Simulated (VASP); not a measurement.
Output of a VASP run:

### OSZICAR
```
       N       E                     dE             d eps       ncg     rms          rms(c)
DAV:   1     0.927036424678E+02    0.92704E+02   -0.81863E+03  2176   0.128E+03
DAV:   2    -0.321084474029E+01   -0.95914E+02   -0.94335E+02  2798   0.561E+02
DAV:   3    -0.874504735309E+01   -0.55342E+01   -0.52190E+01  3238   0.101E+02
DAV:   4    -0.900403434485E+01   -0.25899E+00   -0.24346E+00  3369   0.135E+01
DAV:   5    -0.901233516575E+01   -0.83008E-02   -0.82648E-02  3322   0.254E+00    0.243E+01
DAV:   6    -0.901283624632E+01   -0.50108E-03   -0.26835E-02  3315   0.213E+00    0.145E+01
DAV:   7    -0.902128586772E+01   -0.84496E-02   -0.47444E-02  3214   0.296E+00    0.299E-01
DAV:   8    -0.902101065940E+01    0.27521E-03   -0.28820E-03  2862   0.590E-01    0.634E-02
DAV:   9    -0.902103007212E+01   -0.19413E-04   -0.22489E-04  3339   0.182E-01    0.336E-02
DAV:  10    -0.902102345491E+01    0.66172E-05   -0.29668E-05  3316   0.567E-02    0.441E-02
DAV:  11    -0.902102417783E+01   -0.72292E-06   -0.26318E-06  3178   0.163E-02    0.384E-03
DAV:  12    -0.902102438719E+01   -0.20936E-06   -0.17980E-07  1862   0.556E-03    0.135E-03
DAV:  13    -0.902102437644E+01    0.10753E-07   -0.43729E-08  1693   0.562E-03
   1 F= -.90210244E+01 E0= -.90199432E+01  d E =-.902102E+01
       N       E                     dE             d eps       ncg     rms          rms(c)
DAV:   1    -0.902326357880E+01   -0.22392E-02   -0.80681E-02  2935   0.257E+00    0.191E-01
DAV:   2    -0.902227395431E+01    0.98962E-03   -0.22901E-03  3177   0.613E-01    0.115E-01
DAV:   3    -0.902179864956E+01    0.47530E-03   -0.56086E-04  3488   0.227E-01    0.680E-02
DAV:   4    -0.902179603317E+01    0.26164E-05   -0.85945E-05  3131   0.771E-02    0.281E-02
DAV:   5    -0.902179604534E+01   -0.12169E-07   -0.42108E-06  3616   0.229E-02    0.401E-03
DAV:   6    -0.902179594577E+01    0.99575E-07   -0.17145E-07  2118   0.401E-03
   2 F= -.90217959E+01 E0= -.90208138E+01  d E =-.771569E-03
       N       E                     dE             d eps       ncg     rms          rms(c)
DAV:   1    -0.902323636409E+01   -0.14403E-02   -0.65932E-02  2903   0.232E+00    0.173E-01
DAV:   2    -0.902241860186E+01    0.81776E-03   -0.18640E-03  3139   0.553E-01    0.105E-01
DAV:   3    -0.902202750095E+01    0.39110E-03   -0.46242E-04  3472   0.205E-01    0.629E-02
DAV:   4    -0.902202534535E+01    0.21556E-05   -0.70702E-05  3128   0.696E-02    0.256E-02
DAV:   5    -0.902202530201E+01    0.43345E-07   -0.33618E-06  3619   0.202E-02    0.377E-03
DAV:   6    -0.902202521454E+01    0.87470E-07   -0.13438E-07  1914   0.370E-03
   3 F= -.90220252E+01 E0= -.90211759E+01  d E =-.100084E-02
```

### OUTCAR
```
------------------------ aborting loop because EDIFF is reached ----------------------------------------
  FORCE on cell =-STRESS in cart. coord.  units (eV):
  Direction    XX          YY          ZZ          XY          YZ          ZX
  --------------------------------------------------------------------------------------
  Total        0.0708832      0.0708832      0.0722051      0.0000000      0.0000000      0.0000000
  in kB        1.8128537      1.8128538      1.8466605      0.0000000      0.0000000      0.0000000
  external PRESSURE =       1.8241227 kB  Pullay stress =       0.0000000 kB
  volume of cell :       62.65
      direct lattice vectors                 reciprocal lattice vectors
     1.797040735 -3.112565912  0.000000000     0.278235207 -0.160639169  0.000000000
     1.797040735  3.112565912 -0.000000000     0.278235207  0.160639169  0.000000000
    -0.000000000 -0.000000000  5.599956564     0.000000000  0.000000000  0.178572814
 POSITION                                       TOTAL-FORCE (eV/Angst)
 -----------------------------------------------------------------------------------
      1.79704      1.03752      1.39999         0.000000     -0.000000      0.000000
      1.79704     -1.03752      4.19997        -0.000000      0.000000      0.000000
 -----------------------------------------------------------------------------------
    total drift:                               -0.000003      0.000091     -0.000011
  FREE ENERGIE OF THE ION-ELECTRON SYSTEM (eV)
  ---------------------------------------------------
  free  energy   TOTEN  =        -9.0220252145 eV

  energy  without entropy=       -9.0194771415  energy(sigma->0) =       -9.02117586

 reached required accuracy - stopping structural energy minimisation
```
(Selected blocks of OUTCAR.)

File POSCAR:
```
Ho
1
    1.8040550003    -3.1247149760     0.0000000000
    1.8040550003     3.1247149760     0.0000000000
    0.0000000000     0.0000000000     5.5564953376
Ho
2
Direct
  0.3333330000   0.6666670000   0.2500000000
  0.6666670000   0.3333330000   0.7500000000
```

Write an INCAR and KPOINTS that could have produced this output.

This is not unique; one that fits is the input of the run itself, PBE GGA, plane waves, VASP's PBE PAW potentials (set 64).

**INCAR**
```
NSW=30   ! most ionic steps
LREAL=.FALSE.   ! projection in real space or not
LWAVE=.FALSE.
LMAXMIX=6
EDIFF=1E-7
ISMEAR=1   ! Methfessel-Paxton
ALGO=Normal   ! blocked Davidson
LASPH=.TRUE.   ! aspherical one-centre terms
LCHARG=.FALSE.
PREC=Accurate
ENCUT=520   ! plane-wave cut-off (eV)
GGA=PE   ! PBE
SIGMA=0.1   ! width (eV)
EDIFFG=-0.01
IBRION=2   ! conjugate gradients
SYSTEM=Ho
ISIF=4   ! ions and shape, fixed volume
NELM=100   ! most electronic steps
```

**KPOINTS**
```
Automatic
0
gamma
12 12 7
0 0 0
```

POTCAR, in this order: Ho_3 (PBE.64 set). Program: vasp_std.

The 4f electrons are frozen in the core of the lanthanide potential, so 4f levels, which can set the real gap, and their magnetism are missing.

The compound is Ho in the hcp structure. This run relaxes it. Symmetry was kept, so distortions that lower it aren't found.
